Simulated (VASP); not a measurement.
Input:

```
TiTe2
1.0
    3.69273     0.00000     0.00000
   -1.84636     3.19800     0.00000
    0.00000     0.00000     6.36324
Ti Te
1 2
Direct
  0.00000   0.00000   0.00000
  0.66667   0.33333   0.27207
  0.33333   0.66667   0.72793
```

Calculation: PBE GGA with D3 dispersion (Becke-Johnson damping) with spin-orbit coupling, VASP's PBE PAW potentials (set 64) (plane waves; VASP). Numerical set-up: 400 eV cut-off, 9×9×5 Γ-centred mesh, Gaussian smearing of 0.050 eV, potentials Ti_sv Te.

Question: Give the energies of bands 17 to 30 at the high-symmetry points, in eV from the Fermi level.

Answer: 
| band | Γ | M | K | A | L | H |
|---|---|---|---|---|---|---|
| 17 | -1.49 | -2.97 | -3.81 | -1.66 | -2.67 | -3.92 |
| 18 | -1.49 | -2.97 | -3.81 | -1.66 | -2.67 | -3.92 |
| 19 | 0.22 | -2.58 | -2.67 | -1.40 | -2.07 | -3.52 |
| 20 | 0.22 | -2.58 | -2.67 | -1.40 | -2.07 | -3.52 |
| 21 | 0.28 | -1.72 | -2.47 | 0.42 | -1.06 | -1.81 |
| 22 | 0.28 | -1.72 | -2.47 | 0.42 | -1.06 | -1.81 |
| 23 | 0.43 | -1.17 | -2.32 | 0.42 | -0.42 | -1.72 |
| 24 | 0.43 | -1.17 | -2.32 | 0.42 | -0.42 | -1.72 |
| 25 | 0.44 | -0.06 | 1.11 | 0.49 | -0.34 | 0.94 |
| 26 | 0.44 | -0.06 | 1.11 | 0.49 | -0.34 | 0.94 |
| 27 | 1.33 | 1.27 | 1.51 | 1.09 | 1.27 | 1.01 |
| 28 | 1.33 | 1.27 | 1.51 | 1.09 | 1.27 | 1.01 |
| 29 | 1.64 | 1.64 | 1.60 | 1.18 | 1.63 | 1.13 |
| 30 | 1.64 | 1.64 | 1.60 | 1.18 | 1.63 | 1.13 |

It has no gap at this level: it comes out as a metal or semimetal.

The structure comes from a measured TiTe2 entry (P-3m1) of the Crystallography Open Database, whose conditions weren't checked. It was relaxed first, which changed the volume by -6 %.
